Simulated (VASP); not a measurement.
Here is the system:

```
NaF
1.0
    0.00000     2.25086     2.25086
    2.25086     0.00000     2.25086
    2.25086     2.25086     0.00000
Na F
1 1
Direct
  0.00000   0.00000   0.00000
  0.50000   0.50000   0.50000
```

All values below come from SCAN meta-GGA, VASP's PBE PAW potentials (set 64) (plane waves; VASP). Settings: 520 eV cut-off, 10×10×10 Γ-centred mesh, Gaussian smearing of 0.050 eV, potentials Na_pv F.

### Question
What does the run give for the energy per atom (σ→0), pressure, band gap (on the k-mesh) with the smallest direct gap where there is one?

### Answer

| Quantity | Result |
|---|---|
| band gap (on the k-mesh) | 7.56 eV |
| smallest direct gap (on the k-mesh) | 7.56 eV |
| energy per atom (σ→0) | -6.819 eV/atom |
| pressure | 26.9 kbar |

The compound is NaF in the rock salt structure. This cell is one point of a volume scan, at 0.97 of the reference volume.
